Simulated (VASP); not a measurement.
# Lattice of AlCo across functionals and dispersion corrections, part 4 of 5

How much does the cell of AlCo depend on the functional? LASPH is on for some levels and off for others; the table marks which. The start is a computed cell from the Materials Project.

VASP 6.6.1, plane waves and PAW; the level of theory is named at each step.

Still holding for the runs below: This run allows spin, but its moments start at zero, where symmetry between the spins tends to hold them, although Co can carry a moment. The k-mesh is coarse for a metal.

So far. Step 7 (Relaxation with LDA): It ends with forces that vanish by symmetry and a pressure of 0.05 GPa. The conventional cell has a = 2.799 Å. Step 8 (Relaxation with PBEsol): It ends at 11.26 Å³/atom, +0.4 % from the start, with 0.01 GPa left. The conventional cell has a = 2.824 Å.

### 9. Relaxation with PBE

This step: PBE, zero-moment start; plane waves and PAW (Al, Co) (VASP 6.6.1).

PBE, the usual starting point, adds the gradient of the density.

File INCAR:

```
SYSTEM = AlCo
PREC = Accurate
ENCUT = 520
EDIFF = 1E-06
NELM = 100
ISMEAR = -1
SIGMA = 0.05
LREAL = .FALSE.
ALGO = Normal
GGA = PE
NBANDS = 13
ISPIN = 2
MAGMOM = -0 0
LMAXMIX = 4
LORBIT = 11
LWAVE = .FALSE.
LCHARG = .FALSE.
KPAR = 4
IBRION = 2
NSW = 60
ISIF = 3
EDIFFG = -0.01
```

File POSCAR:

```
AlCo
1.0
    2.8194032100      0.0000000000      0.0000000000
    0.0000000000      2.8194032100      0.0000000000
    0.0000000000      0.0000000000      2.8194032100
Al Co
1 1
Direct
    0.0000000000      0.0000000000      0.0000000000
    0.5000000000      0.5000000000      0.5000000000
```

File KPOINTS:

```
Automatic mesh
0
Gamma
8 8 8
0 0 0
```

Potentials, in the order of the species: Al and Co (PBE family, release 64).

On the command line:

```sh
> mpirun -np 4 vasp_std
```

Log:

```text
[banner, memory and clock lines left out]
running    4 mpi-ranks, on    1 nodes
[...]
LDA part: xc-table for (Slater+PW92), standard interpolation
 POSCAR, INCAR and KPOINTS ok, starting setup
[...]
entering main loop
       N       E                     dE             d eps       ncg     rms          rms(c)
DAV:   1     0.368034757244E+02    0.36803E+02   -0.52330E+03  1820   0.969E+02
DAV:   2    -0.120379071529E+02   -0.48841E+02   -0.44544E+02  1895   0.173E+02
DAV:   3    -0.136269028744E+02   -0.15890E+01   -0.15779E+01  2241   0.364E+01
DAV:   4    -0.136507252178E+02   -0.23822E-01   -0.23815E-01  2116   0.401E+00
[...]
DAV:  11    -0.119606265581E+02    0.13046E-04   -0.17850E-05  2254   0.339E-02    0.549E-02
DAV:  12    -0.119606225400E+02    0.40180E-05   -0.54764E-06  2241   0.249E-02    0.696E-03
DAV:  13    -0.119606225176E+02    0.22486E-07   -0.11377E-06  1150   0.127E-02
   1 F= -.11960623E+02 E0= -.11956356E+02  d E =-.119606E+02  mag=     0.0000
[...]
DAV:   8    -0.119634451953E+02    0.95932E-06   -0.28911E-06  1095   0.170E-02
   2 F= -.11963445E+02 E0= -.11958275E+02  d E =-.282268E-02  mag=     0.0000
 trial-energy change:   -0.002823  1 .order   -0.004691   -0.063995    0.054613
 step:   0.5159(harm=  0.5395)  dis= 0.00000  next Energy=   -11.976875 (dE=-0.163E-01)
[...]
N       E                     dE             d eps       ncg     rms          rms(c)
DAV:   1    -0.121898536347E+02   -0.22641E+00   -0.24432E+00  2000   0.225E+01    0.417E+00
DAV:   2    -0.125710609645E+02   -0.38121E+00   -0.75801E+00  2070   0.344E+01    0.604E+00
DAV:   3    -0.119816838462E+02    0.58938E+00   -0.36906E+00  2070   0.232E+01    0.625E-01
DAV:   4    -0.119778913323E+02    0.37925E-02   -0.14950E-02  1946   0.884E-01    0.305E-01
DAV:   5    -0.119767016697E+02    0.11897E-02   -0.33497E-03  2706   0.537E-01    0.514E-02
DAV:   6    -0.119767058959E+02   -0.42263E-05   -0.80507E-05  2089   0.111E-01    0.165E-02
DAV:   7    -0.119767032568E+02    0.26392E-05   -0.16913E-06  1738   0.120E-02    0.281E-03
DAV:   8    -0.119767030122E+02    0.24458E-06   -0.39322E-07   980   0.777E-03
   3 F= -.11976703E+02 E0= -.11971979E+02  d E =-.160805E-01  mag=    -0.0000
[...]
reached required accuracy - stopping structural energy minimisation
```

It took 8 s on 4 MPI ranks of Intel Xeon Platinum 8488C (Sapphire Rapids), shared host; peak memory 0.6 GiB; 30 s of CPU time.

Parts of OUTCAR (step 9):

```text
  Total        0.0032569      0.0032569      0.0032569      0.0000000      0.0000000      0.0000000
  in kB        0.2248449      0.2248449      0.2248449      0.0000000      0.0000000      0.0000000
  external PRESSURE =       0.2248449 kB  Pullay stress =       0.0000000 kB

 POSITION                                       TOTAL-FORCE (eV/Angst)
 -----------------------------------------------------------------------------------
      0.00000      0.00000      0.00000        -0.000000      0.000000      0.000000
      1.42620      1.42620      1.42620         0.000000     -0.000000      0.000000
 -----------------------------------------------------------------------------------
    total drift:                                0.000000     -0.000000     -0.000000

  FREE ENERGIE OF THE ION-ELECTRON SYSTEM (eV)
  ---------------------------------------------------
  free  energy   TOTEN  =       -11.9767030122 eV

  energy  without entropy=      -11.9672546554  energy(sigma->0) =      -11.97197883

[... 3 parts as in an earlier step ...]

[... 2 further parts left out ...]
[key lines of the parts left out:]
E-fermi :  10.5200
```

Relaxation path:

| step | energy less that of the first step (eV) | largest force (eV/Å) | pressure (GPa) | volume (Å³) |
| --- | --- | --- | --- | --- |
| 1 | 0.0000 | 0.0000 | 6.72 | 22.41 |
| 2 | -0.0028 | 0.0000 | -5.36 | 23.97 |
| 3 | -0.0161 | 0.0000 | 0.02 | 23.21 |

| conventional cell, symmetrised | before | after | change |
| --- | --- | --- | --- |
| a (Å) | 2.819 | 2.852 | +1.2 % |
| b (Å) | 2.819 | 2.852 | +1.2 % |
| c (Å) | 2.819 | 2.852 | +1.2 % |
| volume (Å³/atom) | 11.21 | 11.60 | +3.6 % |

The relaxed structure:

```
Al Co
1.0
     2.85240    0.00000    0.00000
     0.00000    2.85240    0.00000
     0.00000    0.00000    2.85240
Al Co
1 1
Direct
  0.00000 0.00000 0.00000
  0.50000 0.50000 0.50000
```

It ends at 11.60 Å³/atom, +3.6 % from the start, with 0.02 GPa left. The conventional cell has a = 2.852 Å.

### 10. Relaxation with r2SCAN

This step: r2SCAN, zero-moment start; plane waves and PAW (Al, Co) (VASP 6.6.1).

r2SCAN adds the kinetic-energy density, costs more than a GGA and is run with LASPH.

Changes to INCAR since step 9:

```diff
@@ -9,3 +9,4 @@
 ALGO = Normal
-GGA = PE
+METAGGA = R2SCAN
+LASPH = .TRUE.
 NBANDS = 13
```

POSCAR is that of step 9.

KPOINTS is that of step 9.

On the command line:

```sh
> mpirun -np 4 vasp_std
```

Log:

```text
[banner, memory and clock lines left out]
running    4 mpi-ranks, on    1 nodes
[...]
[... a notice as in an earlier step ...]

 LDA part: xc-table for (None), standard interpolation
 POSCAR, INCAR and KPOINTS ok, starting setup
[...]
entering main loop
       N       E                     dE             d eps       ncg     rms          rms(c)
DAV:   1     0.281725054322E+02    0.28173E+02   -0.54272E+03  1820   0.101E+03
DAV:   2    -0.225589648503E+02   -0.50731E+02   -0.46326E+02  1900   0.180E+02
DAV:   3    -0.242882600141E+02   -0.17293E+01   -0.17192E+01  2231   0.391E+01
DAV:   4    -0.243140941029E+02   -0.25834E-01   -0.25827E-01  2151   0.427E+00
[...]
DAV:  12    -0.210775476048E+02   -0.19016E-05   -0.29207E-05  2658   0.584E-02    0.138E-02
DAV:  13    -0.210775460068E+02    0.15980E-05   -0.10224E-06  1135   0.145E-02    0.728E-03
DAV:  14    -0.210775456127E+02    0.39408E-06   -0.59514E-07  1065   0.906E-03
   1 F= -.21077546E+02 E0= -.21074081E+02  d E =-.210775E+02  mag=    -0.0006
[...]
DAV:   5    -0.210775813621E+02    0.17113E-04   -0.12092E-04  2404   0.127E-01    0.687E-03
DAV:   6    -0.210775830260E+02   -0.16639E-05   -0.34581E-06  1581   0.221E-02    0.421E-03
DAV:   7    -0.210775838733E+02   -0.84726E-06   -0.14745E-06   960   0.991E-03
   2 F= -.21077584E+02 E0= -.21074085E+02  d E =-.382606E-04  mag=    -0.0025
 trial-energy change:   -0.000038  1 .order    0.000010   -0.000344    0.000363
 step:   0.5851(harm=  0.4862)  dis= 0.00000  next Energy=   -21.077656 (dE=-0.110E-03)
[...]
N       E                     dE             d eps       ncg     rms          rms(c)
DAV:   1    -0.210785094807E+02   -0.92645E-03   -0.96157E-03  1970   0.149E+00    0.261E-01
DAV:   2    -0.210796643495E+02   -0.11549E-02   -0.26592E-02  2120   0.213E+00    0.352E-01
DAV:   3    -0.210776634141E+02    0.20009E-02   -0.10800E-02  2095   0.136E+00    0.337E-02
DAV:   4    -0.210776595550E+02    0.38591E-05   -0.50393E-05  1980   0.581E-02    0.175E-02
DAV:   5    -0.210776571764E+02    0.23786E-05   -0.24610E-05  1912   0.513E-02    0.752E-03
DAV:   6    -0.210776570695E+02    0.10686E-06   -0.37807E-07  1005   0.610E-03
   3 F= -.21077657E+02 E0= -.21074172E+02  d E =-.111457E-03  mag=    -0.0063
[...]
reached required accuracy - stopping structural energy minimisation
```

Run time: 28 s. Hardware: 4 MPI ranks; peak memory 0.61 GiB; 1.8 min of CPU time.

Parts of OUTCAR (step 10):

```text
  Total        0.0075964      0.0075964      0.0075964     -0.0000000      0.0000000     -0.0000000
  in kB        0.5414765      0.5414765      0.5414765     -0.0000000      0.0000000     -0.0000000
  external PRESSURE =       0.5414765 kB  Pullay stress =       0.0000000 kB

 POSITION                                       TOTAL-FORCE (eV/Angst)
 -----------------------------------------------------------------------------------
      0.00000      0.00000      0.00000         0.000000     -0.000000      0.000000
      1.41107      1.41107      1.41107        -0.000000      0.000000      0.000000
 -----------------------------------------------------------------------------------
    total drift:                                0.000000     -0.000000     -0.000000

  FREE ENERGIE OF THE ION-ELECTRON SYSTEM (eV)
  ---------------------------------------------------
  free  energy   TOTEN  =       -21.0776570695 eV

  energy  without entropy=      -21.0706862758  energy(sigma->0) =      -21.07417167

 magnetization (x)
# of ion       s       p       d       tot
------------------------------------------
    1        0.000   0.000   0.000   0.000
    2        0.000   0.000  -0.008  -0.007
--------------------------------------------------
tot          0.000   0.001  -0.008  -0.007

[... 2 parts as in an earlier step ...]

[... 2 further parts left out ...]
[key lines of the parts left out:]
E-fermi :  10.8988
```

Little changed from the start: no atom moved by 0.005 Å and no cell edge by 0.1 %.

It ends at 11.24 Å³/atom, +0.3 % from the start, with 0.05 GPa left. The conventional cell has a = 2.822 Å.

### 11. Relaxation with PBE + D3(BJ)

This step: PBE with D3(BJ), zero-moment start; plane waves and PAW (Al, Co) (VASP 6.6.1).

A dispersion term adds the long-range attraction that semilocal functionals lack. D3 with Becke-Johnson damping keeps a finite attraction at short range.

Changes to INCAR since step 10:

```diff
@@ -9,4 +9,4 @@
 ALGO = Normal
-METAGGA = R2SCAN
-LASPH = .TRUE.
+GGA = PE
+IVDW = 12
 NBANDS = 13
```

POSCAR is that of step 10.

KPOINTS is that of step 10.

On the command line:

```sh
> mpirun -np 4 vasp_std
```

Log:

```text
[... set-up lines as in an earlier step ...]
 entering main loop
       N       E                     dE             d eps       ncg     rms          rms(c)
[... 13 cycles as in an earlier step ...]
   1 F= -.12859018E+02 E0= -.12854751E+02  d E =-.128590E+02  mag=     0.0000
[...]
reached required accuracy - stopping structural energy minimisation
```

Wall time 3.8 s (4 MPI ranks); peak memory 0.62 GiB.

Parts of OUTCAR (step 11):

```text
 Edisp (eV)   -0.89840

  Total       0.00763     0.00763     0.00763    -0.00000     0.00000    -0.00000
  in kB       0.54570     0.54570     0.54570    -0.00000     0.00000    -0.00000
  external pressure =        0.55 kB  Pullay stress =        0.00 kB

 POSITION                                       TOTAL-FORCE (eV/Angst)
 -----------------------------------------------------------------------------------
      0.00000      0.00000      0.00000         0.000000      0.000000      0.000000
      1.40970      1.40970      1.40970         0.000000      0.000000      0.000000
 -----------------------------------------------------------------------------------
    total drift:                                0.000000     -0.000000     -0.000000

  FREE ENERGIE OF THE ION-ELECTRON SYSTEM (eV)
  ---------------------------------------------------
  free  energy   TOTEN  =       -12.8590179912 eV

  energy  without entropy=      -12.8504844187  energy(sigma->0) =      -12.85475120

 magnetization (x)
# of ion       s       p       d       tot
------------------------------------------
    1       -0.000  -0.000   0.000  -0.000
    2        0.000  -0.000   0.000   0.000
--------------------------------------------------
tot          0.000  -0.000   0.000   0.000

[... 2 parts as in an earlier step ...]

[... 2 further parts left out ...]
[key lines of the parts left out:]
E-fermi :  10.9956
```

Dispersion corrections of this kind ignore metallic screening and tend to overbind metals.

It ends at 11.21 Å³/atom, under 0.05 % from the start, with 0.05 GPa left. The conventional cell has a = 2.819 Å. Against plain PBE, the dispersion term moves a by -1.2 %.

### 12. Relaxation with r2SCAN + rVV10

This step: r2SCAN with rVV10, zero-moment start; plane waves and PAW (Al, Co) (VASP 6.6.1).

LUSE_VDW switches on a nonlocal correlation term for dispersion.

Changes to INCAR since step 11:

```diff
@@ -9,4 +9,8 @@
 ALGO = Normal
-GGA = PE
-IVDW = 12
+METAGGA = R2SCAN
+LUSE_VDW = .TRUE.
+IVDW_NL = 2
+BPARAM = 11.95
+CPARAM = 0.0093
+LASPH = .TRUE.
 NBANDS = 13
```

POSCAR is that of step 11.

KPOINTS is that of step 11.

On the command line:

```sh
> mpirun -np 4 vasp_std
```

Log:

```text
[banner, memory and clock lines left out]
running    4 mpi-ranks, on    1 nodes
[...]
|                                                                             |
|               ----> ADVICE to this user running VASP <----                  |
|                                                                             |
|     You have switched on vdW-DFT.                                           |
|     This routine was written and supplied by Jiri Klimes. We recommend      |
|     that you carefully read and cite the following publications:            |
|       J. Klimes, D.R. Bowler, A. Michelides                                 |
|          J. Phys.: Cond Matt. 22 022201 (2010)                              |
|       J. Klimes, D.R. Bowler, A. Michelides                                 |
|          Phys. Rev. B. 83, 195131 (2011)                                    |
|     and references therein.                                                 |
|                                                                             |

[...]
Total rVV10 correction in eV:      0.2696205    15.7387617
Total rVV10 correction in eV:      0.2696205    15.7387617
Total rVV10 correction in eV:      0.2696205    15.7387617
Total rVV10 correction in eV:      0.2696205    15.7387617
DAV:   6    -0.208075190694E+02   -0.16220E-05   -0.38814E-06  1139   0.182E-02    0.613E-03
Total rVV10 correction in eV:      0.2696203    15.7387617
Total rVV10 correction in eV:      0.2696203    15.7387617
Total rVV10 correction in eV:      0.2696203    15.7387617
Total rVV10 correction in eV:      0.2696203    15.7387617
DAV:   7    -0.208075194823E+02   -0.41284E-06   -0.51760E-07   925   0.619E-03
Total rVV10 correction in eV:      0.2696107    15.7387617
Total rVV10 correction in eV:      0.2696107    15.7387617
Total rVV10 correction in eV:      0.2696107    15.7387617
Total rVV10 correction in eV:      0.2696107    15.7387617
Total rVV10 correction in eV:      0.2696198    15.7387617
Total rVV10 correction in eV:      0.2696198    15.7387617
Total rVV10 correction in eV:      0.2696198    15.7387617
Total rVV10 correction in eV:      0.2696198    15.7387617
   3 F= -.20807519E+02 E0= -.20804086E+02  d E =-.941754E-04  mag=    -0.0038
[...]
reached required accuracy - stopping structural energy minimisation
```

Run time: 56 s. Hardware: 4 MPI ranks; peak memory 0.92 GiB; 3.7 min of CPU time.

From OUTCAR (step 12):

```text
  Total       -0.0108961     -0.0108961     -0.0108961      0.0000000      0.0000000      0.0000000
  in kB       -0.7809910     -0.7809910     -0.7809910      0.0000000      0.0000000      0.0000000
  external PRESSURE =      -0.7809910 kB  Pullay stress =       0.0000000 kB

 POSITION                                       TOTAL-FORCE (eV/Angst)
 -----------------------------------------------------------------------------------
      0.00000      0.00000      0.00000         0.000000     -0.000000      0.000000
      1.40847      1.40847      1.40847        -0.000000      0.000000      0.000000
 -----------------------------------------------------------------------------------
    total drift:                                0.000000     -0.000000     -0.000000

  FREE ENERGIE OF THE ION-ELECTRON SYSTEM (eV)
  ---------------------------------------------------
  free  energy   TOTEN  =       -20.8075194823 eV

  energy  without entropy=      -20.8006519252  energy(sigma->0) =      -20.80408570

 magnetization (x)
# of ion       s       p       d       tot
------------------------------------------
    1        0.000   0.000   0.000   0.000
    2        0.000   0.000  -0.007  -0.007
--------------------------------------------------
tot          0.000   0.001  -0.007  -0.007

[... 2 parts as in an earlier step ...]

[... 2 further parts left out ...]
[key lines of the parts left out:]
E-fermi :  10.9612
```

It ends at 11.18 Å³/atom, -0.3 % from the start, with -0.08 GPa left. The conventional cell has a = 2.817 Å. Against plain r2SCAN, the dispersion term moves a by -0.2 %.

### 13. Relaxation with vdW-DF-cx

This step: vdW-DF-cx, zero-moment start; plane waves and PAW (Al, Co) (VASP 6.6.1).

vdW-DF-cx takes its exchange from the same plasmon model as its correlation.

Changes to INCAR since step 12:

```diff
@@ -9,7 +9,5 @@
 ALGO = Normal
-METAGGA = R2SCAN
+GGA = CX
+AGGAC = 0
 LUSE_VDW = .TRUE.
-IVDW_NL = 2
-BPARAM = 11.95
-CPARAM = 0.0093
 LASPH = .TRUE.
```

POSCAR is that of step 12.

KPOINTS is that of step 12.

On the command line:

```sh
> mpirun -np 4 vasp_std
```

Log:

```text
[banner, memory and clock lines left out]
running    4 mpi-ranks, on    1 nodes
[...]
[... a notice as in an earlier step ...]

 [... a notice as in an earlier step ...]

 LDA part: xc-table for (Slater+PW92), standard interpolation
 POSCAR, INCAR and KPOINTS ok, starting setup
[...]
entering main loop
       N       E                     dE             d eps       ncg     rms          rms(c)
DAV:   1     0.402032342877E+02    0.40203E+02   -0.52337E+03  1820   0.969E+02
DAV:   2    -0.875634386558E+01   -0.48960E+02   -0.44662E+02  1900   0.174E+02
DAV:   3    -0.103486923818E+02   -0.15923E+01   -0.15824E+01  2241   0.365E+01
DAV:   4    -0.103719035170E+02   -0.23211E-01   -0.23204E-01  2101   0.398E+00
[...]
DAV:  11    -0.868638770417E+01    0.63887E-05   -0.18804E-05  2355   0.353E-02    0.507E-02
DAV:  12    -0.868638560260E+01    0.21016E-05   -0.32761E-06  2132   0.186E-02    0.965E-03
DAV:  13    -0.868638548679E+01    0.11581E-06   -0.56053E-07  1125   0.879E-03
[...]
DAV:   5    -0.868640060369E+01    0.53875E-03   -0.15684E-03  2653   0.381E-01    0.266E-02
DAV:   6    -0.868640599644E+01   -0.53928E-05   -0.28208E-05  1957   0.467E-02    0.132E-02
DAV:   7    -0.868640571295E+01    0.28349E-06   -0.32502E-06  1459   0.208E-02
   2 F= -.86864057E+01 E0= -.86820693E+01  d E =-.202262E-04  mag=    -0.0000
 trial-energy change:   -0.000020  1 .order   -0.000220   -0.006728    0.006288
 step:   0.4939(harm=  0.5169)  dis= 0.00000  next Energy=    -8.688023 (dE=-0.164E-02)
[...]
N       E                     dE             d eps       ncg     rms          rms(c)
DAV:   1    -0.871221005306E+01   -0.25804E-01   -0.28296E-01  2000   0.784E+00    0.140E+00
DAV:   2    -0.875180540337E+01   -0.39595E-01   -0.83189E-01  2080   0.115E+01    0.202E+00
DAV:   3    -0.868873708280E+01    0.63068E-01   -0.38423E-01  2080   0.776E+00    0.230E-01
DAV:   4    -0.868804005804E+01    0.69702E-03   -0.21356E-03  2102   0.426E-01    0.490E-02
DAV:   5    -0.868800910612E+01    0.30952E-04   -0.10675E-04  2735   0.824E-02    0.130E-02
DAV:   6    -0.868800961193E+01   -0.50581E-06   -0.17949E-06  1742   0.144E-02
   3 F= -.86880096E+01 E0= -.86838103E+01  d E =-.162413E-02  mag=     0.0000
[...]
reached required accuracy - stopping structural energy minimisation
```

It took 36 s on 4 MPI ranks; peak memory 1.1 GiB; 2.4 min of CPU time.

From OUTCAR (step 13):

```text
  Total        0.0019052      0.0019052      0.0019052     -0.0000000     -0.0000000     -0.0000000
  in kB        0.1347307      0.1347307      0.1347307     -0.0000000     -0.0000000     -0.0000000
  external PRESSURE =       0.1347307 kB  Pullay stress =       0.0000000 kB

 POSITION                                       TOTAL-FORCE (eV/Angst)
 -----------------------------------------------------------------------------------
      0.00000      0.00000      0.00000        -0.000000      0.000000      0.000000
      1.41482      1.41482      1.41482         0.000000     -0.000000      0.000000
 -----------------------------------------------------------------------------------
    total drift:                                0.000000     -0.000000     -0.000000

  FREE ENERGIE OF THE ION-ELECTRON SYSTEM (eV)
  ---------------------------------------------------
  free  energy   TOTEN  =        -8.6880096119 eV

  energy  without entropy=       -8.6796110340  energy(sigma->0) =       -8.68381032

 magnetization (x)
# of ion       s       p       d       tot
------------------------------------------
    1       -0.000  -0.000   0.000  -0.000
    2        0.000   0.000   0.000   0.000
--------------------------------------------------
tot          0.000   0.000   0.000   0.000

[... 2 parts as in an earlier step ...]

[... 2 further parts left out ...]
[key lines of the parts left out:]
E-fermi :  10.7666
```

It ends at 11.33 Å³/atom, +1.1 % from the start, with 0.01 GPa left. The conventional cell has a = 2.830 Å.

[end of part 4 of 5]

[Lines on the potential files, build, host, timing and source positions are cut from VASP's logs without a mark.]

[Logs are printed without paths, hosts, clocks, repeated set-up lines and the standing remarks that a program may print on its own settings, such as how far it seeks lower states.]

[Hosts, paths, dates, database ids (printed as entryN), source tags and the programs' standing remarks are cut or masked in the printed files.]

[A measured line is paired with the nearest computed mode of its activity, which favours agreement.]
